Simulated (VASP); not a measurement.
Computed with PBEsol GGA, VASP's PBE PAW potentials (set 64) (plane waves; VASP).

The input files of a VASP run:

**KPOINTS**
```
Automatic mesh
0
Gamma
12 12 7
0 0 0
```

POSCAR:
```
Ce
1.0
  1.5094652912  -3.0325660030   0.0000000000
  1.5094652912   3.0325660030   0.0000000000
  0.0000000000   0.0000000000   5.1303805871
Ce
2
Cartesian
  1.5094652912  -2.4517771591   1.2825951468
  1.5094652912   2.4517771591   3.8477854403
```

### INCAR
```
# general
SYSTEM   =  Ce
PREC     =  Accurate
ENCUT    =  400
LREAL    =  F   # projection in real space or not
LASPH    =  T   # aspherical one-centre terms

# electronic loop
EDIFF    =  1E-6   # SCF stop (eV)
NELM     =  100
ALGO     =  Normal
LMAXMIX  =  6

# smearing
ISMEAR   =  1   # Methfessel-Paxton
SIGMA    =  0.1   # width (eV)

# functional
GGA      =  PS   # PBEsol

# ions
IBRION   =  2   # conjugate gradients
NSW      =  60   # most ionic steps
ISIF     =  3   # ions, shape and volume
EDIFFG   =  -0.01

# output
LWAVE    =  F
LCHARG   =  F
```

POTCAR, in this order: Ce (PBE.64 set). Program: vasp_std.

Task: Estimate the energy per atom (σ→0), volume per atom, band gap (on the k-mesh).

Result: 
The energy per atom (σ→0) comes out as -6.584 eV/atom and the band gap (on the k-mesh) is none (metal, semimetal or under 0.01 eV). The volume per atom comes out as 23.58 Å³/atom.

OSZICAR:
```
...
DAV:   1    -0.131678408931E+02   -0.10119E-05   -0.18931E-04  8528   0.229E-01    0.859E-03
DAV:   2    -0.131678398463E+02    0.10468E-05   -0.16148E-05  8136   0.359E-02    0.711E-03
DAV:   3    -0.131678395085E+02    0.33782E-06   -0.31017E-06  6176   0.170E-02
  15 F= -.13167840E+02 E0= -.13167771E+02  d E =-.445026E-04
       N       E                     dE             d eps       ncg     rms          rms(c)
DAV:   1    -0.131678396032E+02    0.24310E-06   -0.20441E-05  8592   0.775E-02    0.291E-03
DAV:   2    -0.131678394685E+02    0.13470E-06   -0.17110E-06  4456   0.126E-02
  16 F= -.13167839E+02 E0= -.13167771E+02  d E =-.444626E-04
```

The structure comes from a measured Ce entry (Cmcm) of the Crystallography Open Database, whose conditions weren't checked. This run relaxes it. Symmetry was kept, so distortions that lower it aren't found. The start is the result of an earlier pass. The run is not spin-polarised, so no magnetic state was tried.
